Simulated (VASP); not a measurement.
## CoAl (CsCl type): computed properties

Level of theory: PBE GGA, VASP's PBE PAW potentials (set 64) (plane waves; VASP 6.6.1).

```json
{
 "space_group": "Pm-3m (221)",
 "cell": "a = b = c = 2.850 Å, α = β = γ = 90.00°",
 "volume_per_atom": "11.57 Å³/atom",
 "band gap (over mesh and band path)": "none (metal, semimetal or under 0.01 eV)",
 "hill_bulk_modulus": "180 GPa",
 "hill_shear_modulus": "1150 kbar",
 "Poisson's ratio": "0.236",
 "band_gap_with_spin_orbit_coupling": "none (metallic)",
 "density": "6.16 g/cm³",
 "optical Γ-point spectrum": "328 (×3) cm⁻¹",
 "C11": "291 GPa",
 "C12": "124 GPa",
 "C44": "143 GPa"
}
```

```yaml
crystal:
  lattice:
    - [2.84983, 0.00000, 0.00000]
    - [0.00000, 2.84983, 0.00000]
    - [0.00000, 0.00000, 2.84983]
  atoms:
    - { symbol: Al, position: [0.50000, 0.50000, 0.50000] }
    - { symbol: Co, position: [0.00000, 0.00000, 0.00000] }
```

Measured: a 2.861 Å (computed value off by -0.4 %), as given by Yamada et al., (2019), arXiv:1910.09660. The calculation is for a static lattice, while the measured a holds thermal and zero-point effects, which are part of the difference. Finite-difference elastic constants of metals are sensitive to mesh and smearing; shear constants can be off by tens of GPa.

The compound is CoAl in the CsCl type structure. It was relaxed first. Symmetry was kept, so distortions that lower it aren't found. The run is not spin-polarised, so no magnetic state was tried.
